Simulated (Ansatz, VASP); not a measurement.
**Cross-check of Al6Ge8O25 (glassy 73GeO2-27Al2O3 (mol %)) between VASP and Ansatz**

Aim: how closely do two programs agree when they are given the same cell, functional and k mesh? Of the first pair: The structure shown is the start of the Ansatz relaxation below; VASP solves that cell, so the two are compared at the walk's first step.

Main program and level: Ansatz 0.2.0; plane waves, with VASP 6.6.1 beside it; PBE.

### 1. The starting structure

The cell holds 117 atoms: 24 Ge, 18 Al and 75 O. Cell: a = 11.752 Å, b = 11.752 Å, c = 11.752 Å, α = 90.0°, β = 90.0°, γ = 90.0°. As first built, before any earlier steps moved the atoms or strained the cell (in the runner's words): 117 atoms (24 Ge, 18 Al, 75 O) placed at random at 3.46 g/cm^3, melted at 4000 K for 10 ps at fixed volume with the Morse and Coulomb pair potential with partial charges (Pedone, Malavasi, Menziani, Cormack and Segre, J. Phys. Chem. B 110, 11780 (2006)). Quenched from 4000 K to 300 K at 10 K/ps and fixed volume, held 10 ps at zero pressure. The cell carries charge −1.

### 2. Ansatz: relaxation, PBE

Ansatz runs on its PAW soft_1 files.

The two programs are compared at the cell with which this relaxation starts, whose forces are those of its first step.

input.yaml reads:

```yaml
crystal:
  lattice:
    - [11.75225, 0.0, 0.0]
    - [0.0, 11.75225, 0.0]
    - [0.0, 0.0, 11.75225]
  atoms:
    - { symbol: Ge, position: [0.37244, 0.37026, 0.5128] }
    - { symbol: Ge, position: [0.0434, 0.27265, 0.3458] }
    - { symbol: Ge, position: [0.32036, 0.92223, 0.74928] }
    - { symbol: Ge, position: [0.32686, 0.20258, 0.73769] }
    - { symbol: Ge, position: [0.56235, 0.66005, 0.7114] }
    - { symbol: Ge, position: [0.26824, 0.81218, 0.51239] }
    - { symbol: Ge, position: [0.67605, 0.91133, 0.70957] }
    - { symbol: Ge, position: [0.88569, 0.18128, 0.12587] }
    - { symbol: Ge, position: [0.63201, 0.49838, 0.51073] }
    - { symbol: Ge, position: [0.92883, 0.9147, 0.1916] }
    - { symbol: Ge, position: [0.64851, 0.18021, 0.27276] }
    - { symbol: Ge, position: [0.44334, 0.54576, 0.10024] }
    - { symbol: Ge, position: [0.28105, 0.59295, 0.65217] }
    - { symbol: Ge, position: [0.65875, 0.73258, 0.35584] }
    - { symbol: Ge, position: [0.22663, 0.57426, 0.93145] }
    - { symbol: Ge, position: [0.97246, 0.10702, 0.63977] }
    - { symbol: Ge, position: [0.71022, 0.78569, 0.0894] }
    - { symbol: Ge, position: [0.94263, 0.52774, 0.70601] }
    - { symbol: Ge, position: [0.90869, 0.6612, 0.4524] }
    - { symbol: Ge, position: [0.58849, 0.2676, 0.7655] }
    - { symbol: Ge, position: [0.88982, 0.94947, 0.85076] }
    - { symbol: Ge, position: [0.62729, 0.49865, 0.90649] }
    - { symbol: Ge, position: [0.70389, 0.13374, 0.55066] }
    - { symbol: Ge, position: [0.02173, 0.90722, 0.44526] }
    - { symbol: Al, position: [0.47151, 0.10018, 0.10889] }
    - { symbol: Al, position: [0.09304, 0.33156, 0.71524] }
    - { symbol: Al, position: [0.48736, 0.9604, 0.33422] }
    - { symbol: Al, position: [0.36842, 0.74553, 0.26359] }
    - { symbol: Al, position: [0.85437, 0.32834, 0.86903] }
    - { symbol: Al, position: [0.51552, 0.94831, 0.94316] }
[... 81 atom lines left out ...]
    - { symbol: O, position: [0.74394, 0.40451, 0.48425] }
    - { symbol: O, position: [0.45384, 0.63689, 0.21266] }
    - { symbol: O, position: [0.59202, 0.7989, 0.66467] }
    - { symbol: O, position: [0.36434, 0.59954, 0.98298] }
    - { symbol: O, position: [0.35624, 0.43386, 0.16707] }
    - { symbol: O, position: [0.06817, 0.46459, 0.65489] }
total_charge: -1
kpoints:
  mp_grid: { grid: [1, 1, 1] }
hamiltonian:
  xc: pbe
  pseudopotentials: { kind: paw, azcp: { folder: soft_1 } }
scf:
  occupations: { method: fermi_dirac, width: 0.01 }
  lower_state_search: "off"
output:
  forces: true
magnetization:
  spin_polarized: true
  initial_magnetization: 1
relax:
  f_tol: 0.05
  max_steps: 90
```

On the command line:

```bash
$ ansatz run input.yaml --threads 4 --pin off --max-ram 8192MiB --backend cpu --events-out ev --progress --plain --runs-dir out
```

Numbers of over 12 decimals in the logs are rounded to 6 here.

The log of the run:

```text
Engine: ansatz 0.2.0, aarch64-unknown-linux-gnu
Pseudopotentials: kind: paw
Pseudopotential: Ge, paw, valence charge 14, recommended cutoff 420 eV (normal), soft_1/Ge.paw.azcp
Pseudopotential: Al, paw, valence charge 3, recommended cutoff 420 eV (normal), soft_1/Al.paw.azcp
Pseudopotential: O, paw, valence charge 6, recommended cutoff 420 eV (normal), soft_1/O.paw.azcp
Functional definition: PBE
  parameter kappa = 0.804
  parameter beta = 0.066725
  exchange = pbe_x(kappa = kappa, mu = beta*pi^2/3)
  correlation = pbe_c(beta = beta)
Crystal: 117 atoms, lattice volume = 1623.166 Å³
Basis set: ecut = 420 eV, 31559 PW (Γ), exchange–correlation on 160×160×160 points (8 copies of the dense FFT grid, shifted against one another)
Bands: 538, of which v1, the nominal top of the filled ones, is band 421 counted from 1 (420 counted from 0)
Symmetry: 1 space group operations
Space group: P1 (ITA 1), of the structure as read, at distance tolerance 1.2e-4 Å
Magnetic group: BNS 1.1 (UNI 1), of the structure as read, at distance tolerance 1.2e-4 Å
k-points: 1
Non-local potential: Ge, projectors of the file, l = 0: 2, l = 1: 2, l = 2: 3, l = 3: 1
Non-local potential: Al, projectors of the file, l = 0: 2, l = 1: 2, l = 2: 1
Non-local potential: O, projectors of the file, l = 0: 2, l = 1: 2, l = 2: 1
PAW form: soft (Blöchl's): semilocal exchange-correlation on the pseudo side does not see the compensation charge
PAW one-centre angular grid: Ge, 590 points (default); XC on 64 Gauss nodes
PAW one-centre angular grid: Al, 110 points (default); XC on 64 Gauss nodes
PAW one-centre angular grid: O, 110 points (default); XC on 64 Gauss nodes
Initial density: superposition of atomic densities (chi_scale 0.1, normalization cell, long waves kept (reshape's long-wave potential 0.63 eV rms))
Starting moments: Σ|m| = 1 μB on 117 of 117 sites
Initial wavefunctions: pseudopotential atomic-orbital guess
Functional: x = pbe(κ = 0.804, μ = 0.219515), c = pbe(β = 0.066725)
SCF iter   1: F=—  HF=-155394.643243 eV  |F-HF|=—  |Δ(HF+E_count)|=         —  Δρ=5.23e-2 (↑5.11e-2 ↓5.23e-2)  dr2=1.39e2  dr2_m=1.45e-2  M=1.000 μB ∫|m|=1.057 μB  β_m=1.00  ethr=3.10e-3  ⟨swp⟩=6.0  Hψ=4410  notcnv=0
preconditioner: auto → Resta (q_TF=auto, 2.445 Å⁻¹)  ε∞=3.2  [insulator: Δε(μ)=1.010 eV  Ē_g=15.262 eV  σ=0.010 eV  W_gap=1.00  n_scr=388 (ndim 8)  ℏωp=22.6 eV  f_vac=0.088  D(μ)=0.00/eV (n_scr^D=0)  ε∞_Penn≈3.2]
spin=Collinear: Resta preconditioning applied to the charge; magnetization (m = ρ↑ − ρ↓) channel mixes plain (no charge-response kernel on spin).
SCF iter   2: F=—  HF=-155365.943798 eV  |F-HF|=—  |Δ(HF+E_count)|=         —  Δρ=2.93e-2 (↑2.93e-2 ↓2.93e-2)  dr2=4.17e1  dr2_m=1.15e-3  M=0.676 μB ∫|m|=0.768 μB  β_m=0.30  ethr=3.10e-3  ⟨swp⟩=2.0  Hψ=1756  notcnv=0  defer=220
Mixer restart at iter 2: flushing history
SCF iter   3: F=—  HF=-155358.753200 eV  |F-HF|=—  |Δ(HF+E_count)|=    7.19e0  Δρ=2.00e-2 (↑2.00e-2 ↓1.99e-2)  dr2=1.77e1  dr2_m=9.95e-4  M=0.644 μB ∫|m|=0.729 μB  β_m=0.30  ethr=3.10e-3  ⟨swp⟩=4.0  Hψ=1461  notcnv=0  defer=220
SCF iter   4: F=—  HF=-155354.391000 eV  |F-HF|=—  |Δ(HF+E_count)|=    4.36e0  Δρ=8.17e-3 (↑8.17e-3 ↓8.01e-3)  dr2=2.32e0  dr2_m=1.08e-3  M=0.599 μB ∫|m|=0.680 μB  β_m=0.30  ethr=2.11e-3  ⟨swp⟩=3.0  Hψ=2093  notcnv=0  defer=220
SCF iter   5: F=—  HF=-155354.173413 eV  |F-HF|=—  |Δ(HF+E_count)|=   2.18e-1  Δρ=1.98e-3 (↑1.87e-3 ↓1.98e-3)  dr2=1.45e-1  dr2_m=7.83e-4  M=0.566 μB ∫|m|=0.643 μB  β_m=0.30  ethr=2.75e-4  ⟨swp⟩=4.0  Hψ=1332  notcnv=0  defer=220
SCF iter   6: F=—  HF=-155354.244119 eV  |F-HF|=—  |Δ(HF+E_count)|=   7.07e-2  Δρ=1.49e-3 (↑1.41e-3 ↓1.49e-3)  dr2=7.86e-2  dr2_m=4.43e-4  M=0.551 μB ∫|m|=0.625 μB  β_m=0.30  ethr=1.72e-5  ⟨swp⟩=3.0  Hψ=873  notcnv=0  defer=220
SCF iter   7: F=—  HF=-155354.341249 eV  |F-HF|=—  |Δ(HF+E_count)|=   9.71e-2  Δρ=3.70e-4 (↑2.97e-4 ↓3.70e-4)  dr2=5.69e-3  dr2_m=2.59e-4  M=0.528 μB ∫|m|=0.598 μB  β_m=0.30  ethr=9.34e-6  ⟨swp⟩=4.0  Hψ=1728  notcnv=0  defer=220
SCF iter   8: F=—  HF=-155354.343353 eV  |F-HF|=—  |Δ(HF+E_count)|=   2.10e-3  Δρ=2.03e-4 (↑2.03e-4 ↓1.88e-4)  dr2=1.49e-3  dr2_m=1.73e-4  M=0.512 μB ∫|m|=0.579 μB  β_m=0.30  ethr=6.77e-7  ⟨swp⟩=2.0  Hψ=1932  notcnv=0  defer=220
Mixer restart at iter 8: flushing history
spin-set hold released at iteration 8 (site moments contracting): the magnetisation degrees of freedom join the quasi-Newton model from the next iteration; the mixer history was flushed
SCF iter   9: F=—  HF=-155354.344580 eV  |F-HF|=—  |Δ(HF+E_count)|=   1.23e-3  Δρ=1.57e-4 (↑1.57e-4 ↓1.45e-4)  dr2=9.00e-4  dr2_m=1.17e-4  M=0.498 μB ∫|m|=0.564 μB  β_m=0.65  ethr=1.77e-7  ⟨swp⟩=2.0  Hψ=858  notcnv=0  defer=220
SCF iter  10: F=—  HF=-155354.346748 eV  |F-HF|=—  |Δ(HF+E_count)|=   2.17e-3  Δρ=5.22e-5 (↑5.22e-5 ↓4.94e-5)  dr2=8.56e-5  dr2_m=2.00e-5  M=0.435 μB ∫|m|=0.491 μB  β_m=0.70  ethr=1.07e-7  ⟨swp⟩=2.5  Hψ=1713  notcnv=0  defer=220
[...]
- { symbol: Ge, position: [0.648736, 0.180737, 0.271727] }
    - { symbol: Ge, position: [0.443688, 0.545780, 0.100842] }
    - { symbol: Ge, position: [0.280532, 0.592160, 0.651654] }
    - { symbol: Ge, position: [0.658421, 0.732709, 0.355606] }
    - { symbol: Ge, position: [0.226126, 0.573750, 0.931745] }
    - { symbol: Ge, position: [0.973253, 0.107569, 0.640239] }
    - { symbol: Ge, position: [0.710386, 0.785637, 0.089174] }
    - { symbol: Ge, position: [0.942347, 0.528160, 0.706062] }
    - { symbol: Ge, position: [0.908607, 0.661585, 0.452331] }
    - { symbol: Ge, position: [0.587810, 0.268075, 0.765442] }
    - { symbol: Ge, position: [0.890326, 0.949688, 0.850635] }
    - { symbol: Ge, position: [0.627568, 0.498864, 0.907255] }
    - { symbol: Ge, position: [0.703518, 0.133760, 0.549840] }
    - { symbol: Ge, position: [0.022099, 0.907582, 0.445697] }
    - { symbol: Al, position: [0.471636, 0.100286, 0.108138] }
    - { symbol: Al, position: [0.093818, 0.332354, 0.715198] }
    - { symbol: Al, position: [0.487549, 0.960972, 0.333716] }
    - { symbol: Al, position: [0.368328, 0.745599, 0.263926] }
    - { symbol: Al, position: [0.854618, 0.328384, 0.868488] }
    - { symbol: Al, position: [0.515816, 0.948243, 0.942650] }
    - { symbol: Al, position: [0.695956, 0.097296, 0.919551] }
    - { symbol: Al, position: [0.998655, 0.516129, 0.225008] }
    - { symbol: Al, position: [0.241125, 0.057139, 0.357031] }
    - { symbol: Al, position: [0.423174, 0.311752, 0.247691] }
    - { symbol: Al, position: [0.133618, 0.305095, 0.937012] }
    - { symbol: Al, position: [0.204699, 0.444969, 0.161896] }
    - { symbol: Al, position: [0.129675, 0.841223, 0.913757] }
    - { symbol: Al, position: [0.871888, 0.579262, 0.973132] }
    - { symbol: Al, position: [0.861067, 0.345150, 0.551722] }
    - { symbol: Al, position: [0.126035, 0.714230, 0.131975] }
    - { symbol: Al, position: [0.132224, 0.064683, 0.089131] }
    - { symbol: Al, position: [0.299281, 0.917384, 0.128558] }
    - { symbol: O, position: [0.813262, 0.019060, 0.957497] }
    - { symbol: O, position: [0.181210, 0.439461, 0.00537557] }
    - { symbol: O, position: [0.398639, 0.987664, 0.039603] }
    - { symbol: O, position: [0.458388, 0.205167, 0.813237] }
    - { symbol: O, position: [0.845314, 0.188706, 0.586939] }
    - { symbol: O, position: [0.216341, 0.022799, 0.209681] }
    - { symbol: O, position: [0.255263, 0.774403, 0.165736] }
    - { symbol: O, position: [0.139413, 0.165925, 0.378746] }
    - { symbol: O, position: [0.141295, 0.695208, 0.978041] }
    - { symbol: O, position: [0.592834, 0.637040, 0.858769] }
    - { symbol: O, position: [0.572188, 0.307924, 0.272642] }
    - { symbol: O, position: [0.946156, 0.076396, 0.783317] }
    - { symbol: O, position: [0.268933, 0.066594, 0.757906] }
    - { symbol: O, position: [0.094965, 0.385328, 0.249280] }
    - { symbol: O, position: [0.579028, 0.854599, 0.386830] }
    - { symbol: O, position: [0.025133, 0.759310, 0.453245] }
    - { symbol: O, position: [0.568095, 0.480449, 0.046394] }
    - { symbol: O, position: [0.692005, 0.989971, 0.580601] }
    - { symbol: O, position: [0.979107, 0.048240, 0.120489] }
    - { symbol: O, position: [0.380890, 0.041528, 0.398697] }
    - { symbol: O, position: [0.433727, 0.885494, 0.834195] }
    - { symbol: O, position: [0.013011, 0.331543, 0.847702] }
    - { symbol: O, position: [0.940265, 0.526018, 0.091982] }
    - { symbol: O, position: [0.138993, 0.200094, 0.035912] }
[...]
- { symbol: O, position: [0.178827, 0.936587, 0.019888] }
    - { symbol: O, position: [0.740470, 0.156889, 0.154413] }
    - { symbol: O, position: [0.744255, 0.404728, 0.483727] }
    - { symbol: O, position: [0.453646, 0.637016, 0.213640] }
    - { symbol: O, position: [0.592208, 0.798656, 0.664418] }
    - { symbol: O, position: [0.364213, 0.599911, 0.983878] }
    - { symbol: O, position: [0.355990, 0.433958, 0.167922] }
    - { symbol: O, position: [0.067702, 0.464896, 0.654211] }
```

The column dr2 measures how far the density is from self-consistency, as an energy; F and HF (Harris–Foulkes) agree once it is small.

### 3. VASP: single point, PBE, start cell, pair 1

The same cell, functional, mesh and smearing now go to VASP, with its own data sets.

Lines of VASP's logs that name or quote its potential files are left out, and so is its time.

INCAR reads:

```
SYSTEM = Al6Ge8O25
PREC = Accurate
ENCUT = 520
EDIFF = 1E-06
NELM = 200
ISMEAR = -1
SIGMA = 0.01
LREAL = Auto
ALGO = Normal
GGA = PE
NELECT = 841
NBANDS = 512
ISPIN = 2
MAGMOM = 0 0 0 0 0 0 0 0 0 0 0 0 0 0 0 0 0 0 0 0 0 0 0 0 0 0 0 0 0 0 0 0 0 0 0 0 0 0 0 0 0 0 0 0 0 0 0 0 0 0 0 0 0 0 0 0 0 0 0 0 0 0 0 0 0 0 0 0 0 0 0 0 0 0 0 0 0 0 0 0 0 0 0 0 0 0 0 0 0 0 0 0 0 0 0 0 0 0 0 0 0 0 0 0 0 0 0 0 0 0 0 0 0 0 0 0 0
LORBIT = 11
LWAVE = .FALSE.
LCHARG = .FALSE.
ISIF = 2
LASPH = .TRUE.
GGA_COMPAT = .FALSE.
NCORE = 4
```

POSCAR reads:

```
Al6Ge8O25
1.0
   11.7522500000      0.0000000000      0.0000000000
    0.0000000000     11.7522500000      0.0000000000
    0.0000000000      0.0000000000     11.7522500000
Ge Al O
24 18 75
Direct
    0.3724393201      0.3702610138      0.5128039312
    0.0433959455      0.2726541726      0.3457976132
    0.3203641856      0.9222319130      0.7492777979
    0.3268565594      0.2025824842      0.7376885277
    0.5623518901      0.6600523304      0.7114041992
    0.2682379970      0.8121763918      0.5123869897
    0.6760492672      0.9113318726      0.7095662533
    0.8856857198      0.1812759259      0.1258737689
    0.6320066370      0.4983811611      0.5107277330
    0.9288263949      0.9147014401      0.1915973537
    0.6485141143      0.1802122998      0.2727562807
    0.4433363824      0.5457593227      0.1002361250
    0.2810525644      0.5929502861      0.6521729882
    0.6587504520      0.7325831224      0.3558382437
    0.2266289434      0.5742559935      0.9314471697
    0.9724605927      0.1070178051      0.6397668532
    0.7102214470      0.7856878470      0.0894041567
    0.9426280074      0.5277372418      0.7060094875
    0.9086940799      0.6612010466      0.4523984769
    0.5884915654      0.2675998213      0.7654959689
    0.8898210981      0.9494692506      0.8507562382
    0.6272926461      0.4986534493      0.9064902465
    0.7038907443      0.1337360931      0.5506605118
    0.0217320088      0.9072220213      0.4452594184
    0.4715097109      0.1001765619      0.1088897871
    0.0930375035      0.3315620413      0.7152417622
    0.4873619945      0.9604033270      0.3342168521
    0.3684230679      0.7455338339      0.2635920781
    0.8543725670      0.3283371269      0.8690335893
    0.5155183050      0.9483120254      0.9431640750
[... 81 atom lines left out ...]
    0.7439426493      0.4045097747      0.4842476972
    0.4538364994      0.6368908081      0.2126571508
    0.5920228041      0.7989023379      0.6646727222
    0.3643387436      0.5995362590      0.9829777277
    0.3562381672      0.4338573465      0.1670658810
    0.0681741794      0.4645918867      0.6548873620
```

KPOINTS reads:

```
Automatic mesh
0
Gamma
1 1 1
0 0 0
```

Potentials, in the order of the species: Ge_d, Al and O (PBE family, release 64).

On the command line:

```bash
$ mpirun -np 16 vasp_gam
```

The log of the run:

```text
[banner, memory and clock lines left out]
running   16 mpi-ranks, on    1 nodes
[...]
LDA part: xc-table for (Slater+PW92), standard interpolation
 POSCAR, INCAR and KPOINTS ok, starting setup
[...]
entering main loop
       N       E                     dE             d eps       ncg     rms          rms(c)
DAV:   1     0.271791334789E+05    0.27179E+05   -0.26559E+05  2520   0.384E+03
DAV:   2     0.554534169731E+04   -0.21634E+05   -0.20554E+05  2064   0.106E+03
DAV:   3    -0.110066407540E+03   -0.56554E+04   -0.52732E+04  2264   0.371E+02
DAV:   4    -0.868617809197E+03   -0.75855E+03   -0.74297E+03  2416   0.153E+02
DAV:   5    -0.910653393077E+03   -0.42036E+02   -0.41625E+02  2600   0.362E+01BRMIX: very serious problems
 the old and the new charge density differ
 old charge density:   840.00000 new  841.00001
    0.690E+01
DAV:   6    -0.776532042494E+03    0.13412E+03   -0.49933E+02  3224   0.108E+02    0.226E+01
DAV:   7    -0.780060712100E+03   -0.35287E+01   -0.65091E+01  2424   0.135E+01    0.144E+01
DAV:   8    -0.779520855556E+03    0.53986E+00   -0.79222E+00  2968   0.896E+00    0.477E+00
DAV:   9    -0.779255500622E+03    0.26535E+00   -0.17448E+00  3144   0.603E+00    0.129E+00
[...]
DAV:  17    -0.779318728864E+03    0.28185E-05   -0.71353E-05  2992   0.278E-02    0.178E-02
DAV:  18    -0.779318725773E+03    0.30907E-05   -0.32644E-05  2840   0.173E-02    0.843E-03
DAV:  19    -0.779318725616E+03    0.15697E-06   -0.90110E-06  2264   0.879E-03
   1 F= -.77931873E+03 E0= -.77931180E+03  d E =-.138587E-01  mag=    -0.0218
```

OUTCAR, selected parts (step 3):

```text
 magnetization (x)
# of ion       s       p       d       tot
------------------------------------------
    1       -0.000  -0.000  -0.000  -0.000
    2       -0.000  -0.000  -0.000  -0.000
    3       -0.000  -0.000  -0.000  -0.000
    4       -0.000  -0.000  -0.000  -0.000
    5       -0.000  -0.000   0.000  -0.000
    6       -0.000  -0.000  -0.000  -0.000
    7       -0.000  -0.000  -0.000  -0.000
    8       -0.000  -0.000  -0.000  -0.000
    9       -0.000  -0.000  -0.000  -0.000
   10       -0.000  -0.000  -0.000  -0.000
   11       -0.000  -0.000  -0.000  -0.000
   12       -0.000  -0.000  -0.000  -0.000
   13       -0.000  -0.000  -0.000  -0.000
[...]
--------------------------------------------------
tot         -0.009  -0.003  -0.000  -0.012

[... 2 further parts left out ...]
[key lines of the parts left out:]
E-fermi :   3.8371
```

This run allows spin, but its moments start at zero, where symmetry between the spins tends to hold them. Its electron count is odd, so without a moment it is a metal by construction. The cell is charged against a uniform background.

The run ends at a pressure of 1.89 GPa, with forces up to 0.35 eV/Å.

### 4. Comparison

Known differences besides the potentials themselves: the cutoff is 420 eV in Ansatz and 520 eV in VASP (PREC = Accurate, projectors in real space). Total energies have different zeros and are not compared.

Forces on 10 of the 117 atoms, those with the largest forces and the largest differences (eV/Å; atoms numbered as in POSCAR):

```
atom         Ansatz x, y, z           VASP x, y, z
 Ge8  0.025, -0.001, -0.031  -0.016, 0.049, -0.049
Ge21   0.012, 0.059, -0.071   0.046, 0.022, -0.023
 O44  -0.062, -0.223, 0.172  -0.067, -0.230, 0.166
 O46  -0.157, -0.090, 0.095  -0.159, -0.078, 0.063
 O51   -0.144, 0.297, 0.128   -0.127, 0.299, 0.129
 O68   0.029, -0.036, 0.034   -0.010, 0.018, 0.001
 O69   0.153, -0.059, 0.105   0.159, -0.056, 0.108
 O97   0.207, -0.026, 0.025   0.202, -0.023, 0.018
O108  0.013, -0.010, -0.210  -0.024, 0.006, -0.198
O113   -0.035, 0.136, 0.141   -0.049, 0.104, 0.091
```

The forces differ by 21 meV/Å r.m.s., which is 36.1 % of the r.m.s. force of 0.058 eV/Å (both taken over all components). Moments aren't recorded for both runs of this pair, so they may hold unlike magnetic states. The cell carries a charge of -1 e against a uniform background, so its pressure also hangs on how the neutralising background is counted, and in a defect's cell a gap may be the spacing between its levels.

### 5. Ansatz: relaxation, PBE

This run makes the geometry at which the two programs are then compared.

The structure compared here is the end of the Ansatz relaxation.

This is the run of step 2 again, met here at its other cell.

[end of part 1 of 2]

[Lines on the potential files, build, host, timing and source positions are cut from VASP's logs without a mark.]

[Logs are printed without paths, hosts, clocks, repeated set-up lines and the standing remarks that a program may print on its own settings, such as how far it seeks lower states.]

[Hosts, paths, dates, database ids (printed as entryN), source tags and the programs' standing remarks are cut or masked in the printed files.]
